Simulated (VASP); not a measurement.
Be4Cr, 5 atoms in the cell. Symmetry: Im-3m, No. 229, cubic system. Conventional cell: a = 4.363 Å, b = 4.363 Å, c = 4.363 Å, α = 90.00°, β = 90.00°, γ = 90.00°. Be (site symmetry -3m) is surrounded by 2 Cr at 1.89 Å. Cr (site symmetry m-3m) is surrounded by 8 Be at 1.89 Å. The cell was built by a generator and needn't be a form met in nature. The cell isn't the ideal one: species swapped into the CrGa4 type (Im-3m, No. 229).

- Program: VASP 6.6.1
- Task: single point
- Functional: PBE
- Potentials or basis: VASP PAW PBE potentials, release 64 (Be, Cr_pv)
- Cutoff: 520 eV
- k mesh: 6 × 6 × 6
- Occupations: gaussian, width 0.1 eV
- Spin: collinear spin, typed start
- Starting moments: [0.0, 0.0, 0.0, 0.0, 3.0] μB
- Dipole correction: no
- Further INCAR settings: ALGO = Fast; EDIFF = 1e-06; NBANDS = 22

Potentials or basis: VASP PAW PBE potentials, release 64 (Be, Cr_pv).

The run is started by

```sh
$ cat potpaw_PBE.64/Be/POTCAR potpaw_PBE.64/Cr_pv/POTCAR > POTCAR
$ mpirun -np 1 vasp_std > vasp.out
```

Hardware: 1 thread of Intel(R) Xeon(R) 6975P-C (Granite Rapids), with other jobs on the host.

Task: How long does it take, and how much memory?

Result: Run time: 2.3 min on 1 thread of Intel(R) Xeon(R) 6975P-C (Granite Rapids) (shared host), peak memory 0.18 GiB. Counts: scf iterations 112, k points 16.
